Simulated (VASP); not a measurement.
Level of theory: rev-vdW-DF2, VASP's PBE PAW potentials (set 64) (plane waves; VASP).

A VASP calculation is set up with these files.

KPOINTS:
```
K-points
0
G
  8 8 8
```

POSCAR:
```
HfO2
3.6405110
  0.0000000000   0.7071067194   0.7071067194
  0.7071067194   0.0000000000   0.7071067194
  0.7071067194   0.7071067194   0.0000000000
Hf O
1 2
Cartesian
  0.0000000000   0.0000000000   0.0000000000
  0.3535533597   0.3535533597   0.3535533597
  1.0606600791   1.0606600791   1.0606600791
```

**INCAR**
```
SYSTEM = HfO2
PREC = Accurate
ENCUT = 520
EDIFF = 1E-7
NELM = 100
ALGO = Normal
LREAL = .FALSE.
LASPH = .TRUE.
ISMEAR = 0
SIGMA = 0.05
GGA = MK
PARAM1 = 0.1234568
PARAM2 = 0.7114
ZAB_VDW = -1.8867
LUSE_VDW = .TRUE.
AGGAC = 0.0
LMAXMIX = 6
LWAVE = .FALSE.
LCHARG = .FALSE.
ISIF = 2
```

POTCAR, in this order: Hf_pv O (PBE.64 set). Program: vasp_std.

The resulting files:

OSZICAR:
```
       N       E                     dE             d eps       ncg     rms          rms(c)
DAV:   1     0.997622995396E+02    0.99762E+02   -0.12961E+04   878   0.144E+03
DAV:   2    -0.278965186411E+02   -0.12766E+03   -0.12500E+03  1108   0.311E+02
DAV:   3    -0.315973032092E+02   -0.37008E+01   -0.36978E+01  1108   0.529E+01
DAV:   4    -0.316188097211E+02   -0.21507E-01   -0.21502E-01  1122   0.441E+00
DAV:   5    -0.316189985898E+02   -0.18887E-03   -0.18886E-03  1087   0.367E-01    0.437E+01
DAV:   6    -0.258806501520E+02    0.57383E+01   -0.31995E+01   996   0.384E+01    0.406E+01
DAV:   7    -0.257435664215E+02    0.13708E+00   -0.87478E-01  1010   0.852E+00    0.282E+01
DAV:   8    -0.257002474623E+02    0.43319E-01   -0.31328E-01  1094   0.574E+00    0.649E+00
DAV:   9    -0.256853916175E+02    0.14856E-01   -0.53102E-02  1024   0.215E+00    0.171E+00
DAV:  10    -0.256852627113E+02    0.12891E-03   -0.38769E-03  1250   0.488E-01    0.223E-01
DAV:  11    -0.256852418252E+02    0.20886E-04   -0.20700E-04   968   0.118E-01    0.179E-01
DAV:  12    -0.256852434451E+02   -0.16199E-05   -0.23201E-05  1190   0.394E-02    0.325E-02
DAV:  13    -0.256852437001E+02   -0.25494E-06   -0.13211E-06  1020   0.883E-03    0.103E-02
DAV:  14    -0.256852437238E+02   -0.23761E-07   -0.14519E-07   820   0.303E-03
   1 F= -.25685244E+02 E0= -.25685244E+02  d E =-.168040E-13
```

OUTCAR:
```
------------------------ aborting loop because EDIFF is reached ----------------------------------------
  FORCE on cell =-STRESS in cart. coord.  units (eV):
  Direction    XX          YY          ZZ          XY          YZ          ZX
  --------------------------------------------------------------------------------------
  Total       -2.8813410     -2.8813410     -2.8813410      0.0000000      0.0000000     -0.0000000
  in kB     -135.3110636   -135.3110636   -135.3110636      0.0000000      0.0000000     -0.0000000
  external PRESSURE =    -135.3110636 kB  Pullay stress =       0.0000000 kB
  volume of cell :       34.12
      direct lattice vectors                 reciprocal lattice vectors
     0.000000000  2.574229790  2.574229790    -0.194232854  0.194232854  0.194232854
     2.574229790  0.000000000  2.574229790     0.194232854 -0.194232854  0.194232854
     2.574229790  2.574229790  0.000000000     0.194232854  0.194232854 -0.194232854
 POSITION                                       TOTAL-FORCE (eV/Angst)
 -----------------------------------------------------------------------------------
      0.00000      0.00000      0.00000         0.000000     -0.000000      0.000000
      1.28711      1.28711      1.28711         0.000000      0.000000      0.000000
      3.86134      3.86134      3.86134        -0.000000     -0.000000     -0.000000
 -----------------------------------------------------------------------------------
    total drift:                                0.000000      0.000000      0.000000
  FREE ENERGIE OF THE ION-ELECTRON SYSTEM (eV)
  ---------------------------------------------------
  free  energy   TOTEN  =       -25.6852437238 eV

  energy  without entropy=      -25.6852437238  energy(sigma->0) =      -25.68524372
```
(Selected blocks of OUTCAR.)

The compound is HfO2 in the fluorite structure, the high-temperature cubic form, which is unstable at 0 K; the monoclinic form is the stable one. This cell is one point of a volume scan, at 1.06 of the reference volume.
